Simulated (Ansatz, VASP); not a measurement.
# Two plane-wave programs on Al4Cd

File INCAR:

```
SYSTEM = Al4Cd
ALGO = Normal
EDIFF = 1E-6
EDIFFG = -0.01
ENCUT = 600
GGA = PE
IBRION = 2
ISIF = 3
ISMEAR = 0
LASPH = .True.
LCHARG = .False.
LREAL = .False.
LWAVE = .False.
NELM = 100
NSW = 100
PREC = Accurate
SIGMA = 0.1
```

Contents of KPOINTS:

```
k-points
0
Gamma
  8 8 8
  0 0 0
```

The input POSCAR:

```
Al4Cd
1.0
    0.0000000000      3.8371485570      3.8371485570
    3.8371485570      0.0000000000      3.8371485570
    3.8371485570      3.8371485570      0.0000000000
Al Cd
4 1
Direct
    0.1259285098      0.6222144706      0.1259285098
    0.1259285098      0.1259285098      0.1259285098
    0.6222144706      0.1259285098      0.1259285098
    0.1259285098      0.1259285098      0.6222144706
    0.7500000000      0.7500000000      0.7500000000
```

Input for Ansatz:

```yaml
crystal:
  lattice:
    - [0.0, 3.837148557, 3.837148557]
    - [3.837148557, 0.0, 3.837148557]
    - [3.837148557, 3.837148557, 0.0]
  atoms:
    - { symbol: Al, position: [0.1259285098, 0.6222144706, 0.1259285098] }
    - { symbol: Al, position: [0.1259285098, 0.1259285098, 0.1259285098] }
    - { symbol: Al, position: [0.6222144706, 0.1259285098, 0.1259285098] }
    - { symbol: Al, position: [0.1259285098, 0.1259285098, 0.6222144706] }
    - { symbol: Cd, position: [0.75, 0.75, 0.75] }
basis:
  ecutwfc: 420
kpoints:
  mp_grid: { grid: [8, 8, 8] }
hamiltonian:
  xc: pbe
scf:
  occupations: { method: gaussian, width: 0.1 }
output:
  forces: true
  stress: true
  eigenvalues: true
relax:
  adjacent_minimum: "off"
  f_tol: 0.01
  max_steps: 80
  cell: { stress_tol: 0.05 }
```

Alike in both runs: task relaxation of cell and atoms; functional PBE; k mesh 8 × 8 × 8; occupations gaussian, width 0.1 eV; no spin polarisation.

```csv
,VASP,Ansatz
version,VASP 6.6.1,Ansatz 0.2.0
potentials or method,"VASP PAW PBE potentials, release 64 (Al, Cd)","scalar-relativistic, plane waves, PAW"
plane-wave cutoff (eV),600,420
valence electrons in the cell,24,32
```

|  | VASP | Ansatz | Ansatz less VASP |
| --- | --- | --- | --- |
| gap on the k mesh at the Fermi level, each at its own relaxed structure (eV) | none | none | - |
| relaxed volume (Å³/atom) | 22.65 | 22.65 | -0.002 |
| relaxed cell length with the largest relative difference (Å) | 5.430 | 5.430 | -0.0001 |

A gap of «none» marks a metal or a gap that the smearing closes. The two sets of potentials don't hold the same shells in valence.
